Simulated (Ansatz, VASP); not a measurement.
# TaN: VASP beside Ansatz

Wanted: the spread between two codes on one cell, functional and k mesh. Of the first pair: The cell is taken from a series of runs on this material, whose earlier steps may have relaxed, scaled, displaced or heated it; both programs get it as it stands.

Method: plane waves, with VASP 6.6.1 beside it; relaxation of cell and atoms at LDA and single point at LDA, in Ansatz 0.2.0.

### 1. Starting point

It takes space group P-6m2 (No. 187, hexagonal). The conventional cell has a = 2.906 Å, b = 2.906 Å, c = 2.853 Å, α = 90.00°, β = 90.00°, γ = 120.00°. Nearest to N lie 6 Ta at 2.20 Å. Nearest to Ta lie 6 N at 2.20 Å. Farther neighbours and most contacts between anions are not listed.

Coordinates:

```xyz
2
Lattice="2.9064 0.0000 0.0000 -1.4532 2.5170 0.0000 0.0000 0.0000 2.8529" Properties=species:S:1:pos:R:3 pbc="T T T"
N     1.4532    0.8390    0.0000
Ta    1.4532    2.5170    1.4264
```

### 2. VASP: relaxation of cell and atoms, LDA, pair 1

The relaxed volume is the usual yardstick between codes: in a stiff, nearly cubic crystal its relative difference is about their pressure difference at one cell divided by the bulk modulus.

Lines of VASP's logs that name or quote its potential files are left out, and so is its time.

The input, INCAR:

```
SYSTEM = TaN
PREC = Accurate
ENCUT = 600
EDIFF = 1E-07
NELM = 120
ISMEAR = 0
SIGMA = 0.1
LREAL = .FALSE.
ALGO = Normal
GGA = PW92
NBANDS = 14
LASPH = .TRUE.
LORBIT = 11
LWAVE = .FALSE.
LCHARG = .FALSE.
ISIF = 3
IBRION = 2
NSW = 80
EDIFFG = -0.005
GGA_COMPAT = .FALSE.
NELMIN = 4
KPAR = 2
```

The input, POSCAR:

```
TaN
1.0
    2.9064180000      0.0000000000      0.0000000000
   -1.4532090000      2.5170310000      0.0000000000
    0.0000000000      0.0000000000      2.8528720000
N Ta
1 1
Direct
    0.6666666005      0.3333332009      0.0000000000
    0.9999999338      0.9999998676      0.5000000000
```

The input, KPOINTS:

```
Automatic mesh
0
Gamma
18 18 14
0 0 0
```

The projector-augmented-wave data sets are N and Ta_pv (LDA family, release 64).

Command:

```sh
$ mpirun -np 2 vasp_std
```

Numbers of over 12 decimals in the logs are rounded to 6 here.

The program printed:

```text
[banner, memory and clock lines left out]
running    2 mpi-ranks, on    1 nodes
 distrk:  each k-point on    1 cores,    2 groups
 distr:  one band on    1 cores,    1 groups

 POSCAR found type information on POSCAR N Ta
 POSCAR found :  2 types and       2 ions
|                                                                             |
|               ----> ADVICE to this user running VASP <----                  |
|                                                                             |
|     You enforced a specific xc type in the INCAR file but a different       |
|     [... a line on the potential file left out ...]
|     I HOPE YOU KNOW WHAT YOU ARE DOING!                                     |
|                                                                             |

 LDA part: xc-table for (Slater(with rela. corr.)+PW92), standard interpolation
 POSCAR, INCAR and KPOINTS ok, starting setup
 FFT: planning ... GRIDC
 FFT: planning ... GRID_SOFT
 FFT: planning ... GRID
 WAVECAR not read
 entering main loop
       N       E                     dE             d eps       ncg     rms          rms(c)
DAV:   1     0.100826679346E+03    0.10083E+03   -0.97917E+03  8296   0.134E+03
DAV:   2    -0.238656222147E+02   -0.12469E+03   -0.11805E+03 10172   0.336E+02
DAV:   3    -0.272498394469E+02   -0.33842E+01   -0.33638E+01  9518   0.517E+01
DAV:   4    -0.272657187802E+02   -0.15879E-01   -0.15877E-01  9944   0.388E+00
DAV:   5    -0.272658303112E+02   -0.11153E-03   -0.11153E-03  9830   0.303E-01    0.249E+01
DAV:   6    -0.248735851734E+02    0.23922E+01   -0.45973E+00  9074   0.252E+01    0.106E+01
DAV:   7    -0.247624952471E+02    0.11109E+00   -0.38086E-01 11210   0.581E+00    0.725E+00
DAV:   8    -0.247286623100E+02    0.33833E-01   -0.14739E-01 10880   0.335E+00    0.136E+00
DAV:   9    -0.247235906046E+02    0.50717E-02   -0.11154E-02  9014   0.894E-01    0.169E-01
DAV:  10    -0.247233978271E+02    0.19278E-03   -0.67908E-04 10664   0.308E-01    0.108E-01
DAV:  11    -0.247233700143E+02    0.27813E-04   -0.50435E-05  9326   0.679E-02    0.158E-02
DAV:  12    -0.247233700866E+02   -0.72303E-07   -0.27748E-06 10616   0.157E-02    0.309E-03
DAV:  13    -0.247233700612E+02    0.25378E-07   -0.14656E-07  9050   0.327E-03
   1 F= -.24723370E+02 E0= -.24723241E+02  d E =-.247234E+02
[...]
2 F= -.24721504E+02 E0= -.24721374E+02  d E =0.186639E-02
[...]
3 F= -.24723712E+02 E0= -.24723583E+02  d E =-.342245E-03
[...]
4 F= -.24723712E+02 E0= -.24723583E+02  d E =-.342182E-03
[...]
5 F= -.24723714E+02 E0= -.24723585E+02  d E =-.156152E-05
 trial-energy change:   -0.000002  1 .order   -0.000002   -0.000016    0.000012
 step:   0.4801(harm=  0.4801)  dis= 0.00000  next Energy=   -24.723717 (dE=-0.441E-05)
 bond charge predicted
       N       E                     dE             d eps       ncg     rms          rms(c)
DAV:   1    -0.247237216843E+02   -0.77977E-05   -0.27217E-04  8288   0.145E-01    0.126E-02
DAV:   2    -0.247237178518E+02    0.38325E-05   -0.42314E-06  9578   0.190E-02    0.620E-03
DAV:   3    -0.247237166076E+02    0.12443E-05   -0.11795E-06 10418   0.988E-03    0.254E-03
DAV:   4    -0.247237165905E+02    0.17048E-07   -0.58197E-08  6092   0.231E-03
   6 F= -.24723717E+02 E0= -.24723588E+02  d E =-.434698E-05
 curvature:  -0.24 expect dE=-0.957E-07 dE for cont linesearch -0.207E-08
 trial: gam= 0.03781 g(F)=  0.524E-42 g(S)=  0.400E-06 ort =-0.398E-06 (trialstep = 0.780E+00)
 search vector abs. value=  0.396E-06
 reached required accuracy - stopping structural energy minimisation
```

From OUTCAR (step 2):

```text
ion  position               nearest neighbor table
   1  0.667  0.333  0.000-   2 2.20   2 2.20   2 2.20   2 2.20   2 2.20   2 2.20
   2  1.000  1.000  0.500-   1 2.20   1 2.20   1 2.20   1 2.20   1 2.20   1 2.20

  LATTYP: Found a hexagonal cell.
 ALAT       =     2.9064180000
 C/A-ratio  =     0.9815766349

 Subroutine GETGRP returns: Found 12 space group operations
 (whereof 12 operations were pure point group operations)

The static configuration has the point symmetry D_3h.

 Found    296 irreducible k-points:

   k-points           NKPTS =    296   k-points in BZ     NKDIM =    296   number of bands    NBANDS=     14

   dimension x,y,z NGX =    24 NGY =   24 NGZ =   24
   dimension x,y,z NGXF=    48 NGYF=   48 NGZF=   48

   ENCUT  =  600.0 eV  44.10 Ry    6.64 a.u.   5.80  5.80  5.70*2*pi/ulx,y,z

   NELECT =      16.0000    total number of electrons

 k-points in reciprocal lattice and weights: Automatic mesh
   0.00000000  0.00000000  0.00000000       0.000
   0.05555556  0.00000000  0.00000000       0.001
   0.11111111  0.00000000  0.00000000       0.001
   0.16666667  0.00000000  0.00000000       0.001
   0.22222222  0.00000000  0.00000000       0.001
   0.27777778  0.00000000  0.00000000       0.001
   0.33333333  0.00000000  0.00000000       0.001
   0.38888889  0.00000000  0.00000000       0.001
   0.44444444  0.00000000  0.00000000       0.001
[...]
0.33333333  0.27777778  0.50000000       0.003
   0.33333333  0.33333333  0.50000000       0.000

 average (electrostatic) potential at core
       1 -61.1117       2 -35.0822

 E-fermi :   8.3675

 k-point     1 :       0.0000    0.0000    0.0000
  band No.  band energies     occupation
    ...
      4      -9.3408      2.00000
      5       3.7382      2.00000
      6       3.7382      2.00000
      7       4.0804      2.00000
      8       5.5070      2.00000
      9      10.9971      0.00000
     10      12.1244      0.00000
     11      12.1244      0.00000
     12      12.5051      0.00000
     13      12.5051      0.00000
    ...

 k-point     2 :       0.0556    0.0000    0.0000
  band No.  band energies     occupation
    ...
      4      -9.2713      2.00000
      5       3.5264      2.00000
      6       3.7909      2.00000
      7       4.1900      2.00000
      8       5.4055      2.00000
      9      11.2424      0.00000
     10      11.9780      0.00000
     11      12.1328      0.00000
     12      12.4699      0.00000
     13      12.5987      0.00000
    ...

 k-point     3 :       0.1111    0.0000    0.0000
  band No.  band energies     occupation
    ...
      4      -9.0705      2.00000
      5       3.0329      2.00000
      6       3.9412      2.00000
      7       4.4399      2.00000
      8       5.1300      2.00000
      9      11.5705      0.00000
     10      11.9141      0.00000
     11      12.1675      0.00000
     12      12.3703      0.00000
     13      12.8420      0.00000
    ...

  Total        0.0020483      0.0020483      0.0028621      0.0000000     -0.0000000      0.0000000
  in kB        0.1566690      0.1566689      0.2189162      0.0000000     -0.0000000      0.0000000
  external PRESSURE =       0.1774180 kB  Pullay stress =       0.0000000 kB

  energy-cutoff  :      600.00
  volume of cell :       20.95
      direct lattice vectors                 reciprocal lattice vectors
     2.910526333  0.000000000 -0.000000000     0.343580468  0.198366341  0.000000000
    -1.455263166  2.520588917 -0.000000000    -0.000000000  0.396732682  0.000000000
     0.000000000 -0.000000000  2.855261464     0.000000000  0.000000000  0.350230623

 POSITION                                       TOTAL-FORCE (eV/Angst)
 -----------------------------------------------------------------------------------
      1.45526      0.84020      2.85526        -0.000000     -0.000000      0.000000
      1.45526      2.52059      1.42763         0.000000      0.000000     -0.000000
 -----------------------------------------------------------------------------------
    total drift:                               -0.000000      0.000264      0.000000

  FREE ENERGIE OF THE ION-ELECTRON SYSTEM (eV)
  ---------------------------------------------------
  free  energy   TOTEN  =       -24.7237165905 eV

  energy  without entropy=      -24.7234585110  energy(sigma->0) =      -24.72358755

 reached required accuracy - stopping structural energy minimisation

 total charge
# of ion       s       p       d       tot
------------------------------------------
    1        1.214   2.497   0.000   3.711
    2        0.312   6.282   2.499   9.093
--------------------------------------------------
tot          1.526   8.780   2.499  12.804

[... 3 further parts left out ...]
```

### 3. Ansatz: relaxation of cell and atoms, LDA, pair 1

Ansatz runs on its PAW soft_1 files.

The same cell, functional (in two slightly different forms), mesh and smearing now go to Ansatz, which takes its cutoff from its data sets.

The input, input.yaml:

```yaml
crystal:
  lattice:
    - [2.906417592, 0.0, 0.0]
    - [-1.453208796, 2.5170314687, 0.0]
    - [0.0, 0.0, 2.8528722576]
  atoms:
    - { symbol: "N", position: [0.6666666667, 0.3333333333, 0.0] }
    - { symbol: Ta, position: [0.0, 0.0, 0.5] }
kpoints:
  mp_grid: { grid: [18, 18, 14] }
hamiltonian:
  xc: lda
  pseudopotentials: { kind: paw, azcp: { folder: soft_1 }, xc_functional: pbe }
scf:
  occupations: { method: gaussian, width: 0.1 }
output:
  forces: true
  stress: true
  eigenvalues: true
relax:
  adjacent_minimum: "off"
  f_tol: 0.005
  max_steps: 80
  cell: { stress_tol: 0.05 }
```

Command:

```sh
$ ansatz run input.yaml --threads 4 --pin off --max-ram 10240MiB --backend cpu --events-out ev --progress --plain --runs-dir out
```

The program printed:

```text
Engine: ansatz 0.2.0, aarch64-unknown-linux-gnu
Pseudopotentials: kind: paw
Pseudopotential: N, paw, valence charge 5, recommended cutoff 420 eV (normal), soft_1/N.paw.azcp
Pseudopotential: Ta, paw, valence charge 13, recommended cutoff 420 eV (normal), soft_1/Ta.paw.azcp
Functional definition: SPW92
  exchange = slater_x
  correlation = pw_c
Crystal: 2 atoms, lattice volume = 20.870 Å³
Basis set: ecut = 420 eV, 405 PW (Γ)
Bands: 13, of which v1, the nominal top of the filled ones, is band 9 counted from 1 (8 counted from 0)
Symmetry: 12 space group operations
Space group: P-6m2 (ITA 187), of the structure as read, at distance tolerance 2.8e-5 Å
k-points: 296 of 4536 (time reversal used)
Non-local potential: N, projectors of the file, l = 0: 2, l = 1: 2, l = 2: 1
Non-local potential: Ta, projectors of the file, l = 0: 3, l = 1: 2, l = 2: 2, l = 3: 1
PAW form: soft (Blöchl's): semilocal exchange-correlation on the pseudo side does not see the compensation charge
PAW frozen core: N, regenerated for the run's functional, and the local potential with it (the file was generated under x = pbe(κ = 0.804, μ = 0.219515), c = pbe(β = 0.066725))
PAW frozen core: Ta, regenerated for the run's functional, and the local potential with it (the file was generated under x = pbe(κ = 0.804, μ = 0.219515), c = pbe(β = 0.066725))
PAW one-centre angular grid: N, 110 points (default); XC on 64 Gauss nodes
PAW one-centre angular grid: Ta, 590 points (default); XC on 64 Gauss nodes
Initial density: superposition of atomic densities (chi_scale 0.1, normalization cell, long waves kept (reshape's long-wave potential 0.00 eV rms))
Initial wavefunctions: pseudopotential atomic-orbital guess
Functional: x = slater, c = lda
SCF iter   1: F=—  HF=-10060.080743 eV  |F-HF|=—  |Δ(HF+E_count)|=         —  Δρ=4.86e-2  dr2=2.91e-1  ethr=3.10e-3  ⟨swp⟩=5.1  Hψ=18428  notcnv=0
preconditioner: auto → none  [metal: Δε(μ)=0.061 eV  Ē_g=11.388 eV  σ=0.100 eV  W_gap=0.33  n_scr=8 (ndim 8)  ℏωp=25.7 eV  f_vac=0.000  D(μ)=0.05/eV (n_scr^D=0)  sad-step TF]
SCF iter   2: F=—  HF=-10060.056138 eV  |F-HF|=—  |Δ(HF+E_count)|=   2.46e-2  Δρ=3.03e-2  dr2=1.22e-1  ethr=1.62e-3  ⟨swp⟩=1.0  Hψ=6216  notcnv=0
SCF iter   3: F=—  HF=-10060.033279 eV  |F-HF|=—  |Δ(HF+E_count)|=   2.29e-2  Δρ=1.53e-3  dr2=2.21e-4  ethr=6.78e-4  ⟨swp⟩=2.6  Hψ=6261  notcnv=0
SCF iter   4: F=—  HF=-10060.033336 eV  |F-HF|=—  |Δ(HF+E_count)|=   5.72e-5  Δρ=3.57e-4  dr2=2.74e-5  ethr=1.23e-6  ⟨swp⟩=2.2  Hψ=5957  notcnv=0
SCF iter   5: F=—  HF=-10060.033331 eV  |F-HF|=—  |Δ(HF+E_count)|=   5.96e-6  Δρ=3.57e-5  dr2=8.06e-8  ethr=1.52e-7  ⟨swp⟩=2.2  Hψ=5278  notcnv=0
SCF iter   6: F=-10060.033331 eV  HF=-10060.033331 eV  |F-HF|=1.10e-9  |Δ(HF+E_count)|=   2.13e-8  Δρ=5.96e-6  dr2=2.42e-9  ethr=4.48e-10  ⟨swp⟩=2.9  Hψ=15222  notcnv=0
the search or the solves at the SCF's close seem to have found levels that the self-consistency loop had missed (the run counts 1). By its estimate they hold under 1e-12 electrons; where the run keeps them, the occupations were computed again with them
SCF 1 converged in 6 iterations: F = -10060.033331 eV  dr2 = 2.42e-9
  greatest PAW one-centre occupation: 0.999 electrons in one spin orbital (limit 2), on the Ta atom at site 1 (counted from 0), in its partial waves of l = 0
relax step   1: F+E_penalty+E_count = -10060.03333053 eV  Δ(F+E_penalty+E_count) = +0.000e0 eV  max|allowed force component| = 2.591e-16 eV/Å  Δτ_max = 0.0000 Å  P = -0.164 GPa  Ω = 20.870 Å³  (6 SCF iters, dr2 threshold 1.00e-7 eV, accepted)
[...]
relax step   2: F+E_penalty+E_count = -10060.03332944 eV  Δ(F+E_penalty+E_count) = +1.081e-6 eV  max|allowed force component| = 1.087e-16 eV/Å  Δτ_max = 0.0000 Å  P = +0.005 GPa  Ω = 20.864 Å³  energy of the carried Pulay correction = +1.522e-5 eV  (6 SCF iters, dr2 threshold 2.00e-7 eV, rejected (line search))
[...]
relax step   3: F+E_penalty+E_count = -10060.03336161 eV  Δ(F+E_penalty+E_count) = -3.108e-5 eV  max|allowed force component| = 1.665e-16 eV/Å  Δτ_max = 0.0000 Å  P = +0.001 GPa  Ω = 20.862 Å³  energy of the carried Pulay correction = +1.829e-5 eV  (6 SCF iters, accepted)
[...]
relax step   4: F+E_penalty+E_count = -10060.03334411 eV  Δ(F+E_penalty+E_count) = +1.750e-5 eV  max|allowed force component| = 1.110e-16 eV/Å  Δτ_max = 0.0000 Å  P = +0.000 GPa  Ω = 20.862 Å³  stress off target by 1.98e-3 GPa  SCF on the basis re-selected at this cell (its energy is not comparable with the rows above)  (7 SCF iters)
basis re-selected at this cell: Δ(F+E_penalty+E_count) = +1.750e-5 eV, ΔP = -0.001 GPa vs the last step (what re-selecting the basis moved, of the pressure what is left beyond the Pulay correction that the steps carried, after the strain that the cell walked since its last selection, with what the two solves' SCF thresholds leave and, on support functions, any second-order correction that the steps lacked; it is no m [...]
SCF converged after 7 iterations
Free energy (F): -10060.033344 eV
Harris-Foulkes:  -10060.033344 eV  (|F-HF|=0.00e0)
Internal energy: -10060.033092 eV  (E = F + TS)
E sigma→0 (E₀):  -10060.033218 eV
Entropy (-TS):   -0.000252 eV (-0.126 meV/atom)
Fermi energy:    20.445684 eV
--- Per-component energies (eV) ---
  E_band       = -47.198189
  E_kinetic    = 525.693297
  E_local      = -573.420223  (includes V_loc(G=0)·N_el)
  E_nonlocal   = 30.386558
  E_hartree    = 205.289616
  E_xc         = -379.320953
  E_vxc        = -311.525282  (∫ρ·V_xc dr)
  E_paw        = -8176.750403  (= ΣΔE_a)
  E_vpaw       = -128.912662  (= ΣTr[D̂ρ^β])
  E_aug_tail   = 0.000891  (compensation charges beyond the density's cutoff)
  E_ewald      = -1692.250917
  E_core_change = 0.339041  (= ΣΔE_core)
  E_smearing   = -0.000252  (= −TS)
  E_closure    = -0.000000  (closes the sum)
  Σ components = -10060.033344   (vs F -10060.033344, Δ=0.00e0)
--- Forces (eV/Å), atoms counted from 1 ---
  atom   1  N      0.00000000     0.00000000     0.00000000
  atom   2  Ta    -0.00000000     0.00000000     0.00000000
  max |Σ_I F_I| component: 3.70e-16 eV/Å
--- Stress (GPa, compression-positive) ---
        0.001258       0.000000       0.000000
        0.000000       0.001258       0.000000
        0.000000       0.000000      -0.001979
  P = ⅓ Tr σ = 0.0002 GPa (0.002 kbar)
--- Band table (eV; the first three rows and the last of 296) ---
  k-point 0: bands = [... 5 lower, 15.7823, 15.7823, 16.1371, 17.5420, 23.0269, 24.1977, 24.1977, 24.6124]
  k-point 1: bands = [... 5 lower, 15.7601, 15.8258, 15.8258, 17.8591, 23.2066, 23.4310, 23.4310, 25.1818]
  k-point 2: bands = [... 5 lower, 14.9366, 15.9492, 15.9492, 18.5770, 22.4752, 22.4752, 23.6843, 25.5396]
  k-point 295: bands = [... 5 lower, 11.9751, 13.8365, 16.6117, 20.1767, 25.2352, 25.7555, 27.4748, 28.3018]
--- Relaxed structure (3 steps of the walk, 2 accepted, 1 SCFs on fresh bases) ---
  F+E_penalty+E_count = -10060.03334411 eV   max|allowed force component| = 1.110e-16 eV/Å   (the final SCF, on the basis selected at the relaxed cell)
  cell:  # Å, volume = 20.8622 Å³
    - [2.906555, 0.0, 0.0]
    - [-1.453278, 2.517151, 0]
    - [0.0, 0, 2.851499]
  atoms:
    - { symbol: N, position: [0.666667, 0.333333, 0] }
    - { symbol: Ta, position: [-3.7007434155248937e-17, 0, 0.5] }
```

In the SCF lines HF is the Harris–Foulkes energy and dr2 the Hartree energy of the density residual, in eV; the loop may stop once dr2 is under the threshold and the program's other checks hold. Hψ counts applications of the Hamiltonian.

### 4. Differences

Known differences besides the potentials themselves: the data sets hold 18 valence electrons in Ansatz (on its PAW soft_1 files) and 16 in VASP; the cutoff is 420 eV in Ansatz and 600 eV in VASP; VASP's log shows a relativistic correction to its local exchange, Ansatz's none; Ansatz adds a Pulay correction to the stress that steers its cell, VASP none. Total energies have different zeros and are not compared.

Both answers:

```tsv
quantity	Ansatz	VASP	difference
volume (Å³)	20.86	20.95	-0.40 %
edge a after relaxation, in the typed setting (Å)	2.907	2.910	-0.13 %
edge c after relaxation, in the typed setting (Å)	2.852	2.855	-0.13 %
```

[end of part 1 of 2]

[Lines on the potential files, build, host, timing and source positions are cut from VASP's logs without a mark.]

[Logs are printed without paths, hosts, clocks, repeated set-up lines and the standing remarks that a program may print on its own settings, such as how far it seeks lower states.]

[Hosts, paths, dates, database ids (printed as entryN), source tags and the programs' standing remarks are cut or masked in the printed files.]
